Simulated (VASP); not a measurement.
PtC (relaxed from the NiAs type structure, space group P6_3/mmc): computed properties

Computed with PBE GGA, VASP's PBE PAW potentials (set 64) (plane waves; VASP).

For PtC, the space group is P6_3/mmc (194) and the cell is a = 3.1582 Å, b = 3.1582 Å, c = 5.2109 Å, α = 90.00°, β = 90.00°, γ = 120.00°. The volume per atom is 11.25 Å³/atom. The band gap (over mesh and band path) comes out as none (metal, semimetal or under 0.01 eV) and the density comes out as 15.28 g/cm³.

```cif
data_C2Pt2
_chemical_formula_sum 'Pt2 C2'
_space_group_name_H-M_alt 'P 1'
_space_group_IT_number 1
_cell_length_a 3.15822
_cell_length_b 3.15822
_cell_length_c 5.21088
_cell_angle_alpha 90.000
_cell_angle_beta 90.000
_cell_angle_gamma 120.000
loop_
_space_group_symop_operation_xyz
  'x, y, z'
loop_
_atom_site_label
_atom_site_type_symbol
_atom_site_fract_x
_atom_site_fract_y
_atom_site_fract_z
_atom_site_occupancy
Pt1 Pt 0.00000 0.00000 0.00000 1
Pt2 Pt 0.00000 0.00000 0.50000 1
C1 C 0.33333 0.66667 0.25000 1
C2 C 0.66667 0.33333 0.75000 1
```

Unless said otherwise, spin-orbit coupling is left out, though it shifts the bands of the heavy elements here.

The structure was generated: PtC was put into the NiAs type type (P6_3/mmc), which need not be its known phase. It was relaxed first. Symmetry was kept, so distortions that lower it aren't found.
